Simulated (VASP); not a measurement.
Method: PBE GGA, VASP's PBE PAW potentials (set 64) (plane waves; VASP).

A VASP calculation is set up with these files.

**POSCAR**
```
LiCl
1
    0.0000000000     2.5700000000     2.5700000000
    2.5700000000     0.0000000000     2.5700000000
    2.5700000000     2.5700000000     0.0000000000
Li Cl
1 1
Direct
  0.0000000000   0.0000000000   0.0000000000
  0.5000000000   0.5000000000   0.5000000000
```

KPOINTS:
```
Regular mesh
0
G
8 8 8
```

INCAR:
```
SYSTEM = LiCl
PREC = Accurate
ENCUT = 600
EDIFF = 1E-7
NELM = 100
ALGO = Normal
LREAL = .FALSE.
LASPH = .TRUE.
ISMEAR = 0
SIGMA = 0.05
GGA = PE
LWAVE = .FALSE.
LCHARG = .FALSE.
ISIF = 2
```

POTCAR, in this order: Li_sv Cl (PBE.64 set). Program: vasp_std.

Output

File OSZICAR:
```
       N       E                     dE             d eps       ncg     rms          rms(c)
DAV:   1     0.495433506542E+02    0.49543E+02   -0.47199E+03   522   0.116E+03
DAV:   2    -0.550858320256E+01   -0.55052E+02   -0.51863E+02   760   0.169E+02
DAV:   3    -0.741765531729E+01   -0.19091E+01   -0.19071E+01   631   0.386E+01
DAV:   4    -0.745091651318E+01   -0.33261E-01   -0.33235E-01   817   0.526E+00
DAV:   5    -0.745110240979E+01   -0.18590E-03   -0.18589E-03   662   0.433E-01    0.238E+00
DAV:   6    -0.738036716084E+01    0.70735E-01   -0.17614E-01   581   0.241E+00    0.171E+00
DAV:   7    -0.738150814750E+01   -0.11410E-02   -0.57144E-02   762   0.157E+00    0.920E-01
DAV:   8    -0.738576887037E+01   -0.42607E-02   -0.89748E-03   582   0.822E-01    0.142E-01
DAV:   9    -0.738575874889E+01    0.10121E-04   -0.30250E-04   674   0.159E-01    0.444E-02
DAV:  10    -0.738583445261E+01   -0.75704E-04   -0.11242E-04   581   0.963E-02    0.224E-02
DAV:  11    -0.738583672599E+01   -0.22734E-05   -0.59991E-06   778   0.225E-02    0.460E-03
DAV:  12    -0.738583740615E+01   -0.68016E-06   -0.39679E-07   600   0.552E-03    0.442E-03
DAV:  13    -0.738583712135E+01    0.28480E-06   -0.19385E-07   531   0.357E-03    0.354E-04
DAV:  14    -0.738583711288E+01    0.84679E-08   -0.57391E-09   280   0.802E-04
   1 F= -.73858371E+01 E0= -.73858371E+01  d E =-.339460E-18
```

File OUTCAR:
```
------------------------ aborting loop because EDIFF is reached ----------------------------------------
  FORCE on cell =-STRESS in cart. coord.  units (eV):
  Direction    XX          YY          ZZ          XY          YZ          ZX
  --------------------------------------------------------------------------------------
  Total        0.0194178      0.0194178      0.0194178     -0.0000000     -0.0000000      0.0000000
  in kB        0.9163907      0.9163907      0.9163907     -0.0000000     -0.0000000      0.0000000
  external PRESSURE =       0.9163907 kB  Pullay stress =       0.0000000 kB
  volume of cell :       33.95
      direct lattice vectors                 reciprocal lattice vectors
     0.000000000  2.570000000  2.570000000    -0.194552529  0.194552529  0.194552529
     2.570000000  0.000000000  2.570000000     0.194552529 -0.194552529  0.194552529
     2.570000000  2.570000000  0.000000000     0.194552529  0.194552529 -0.194552529
  FREE ENERGIE OF THE ION-ELECTRON SYSTEM (eV)
  ---------------------------------------------------
  free  energy   TOTEN  =        -7.3858371129 eV

  energy  without entropy=       -7.3858371129  energy(sigma->0) =       -7.38583711
```
(Selected blocks of OUTCAR.)

The compound is LiCl in the rock salt structure. The cell was not relaxed at this level.
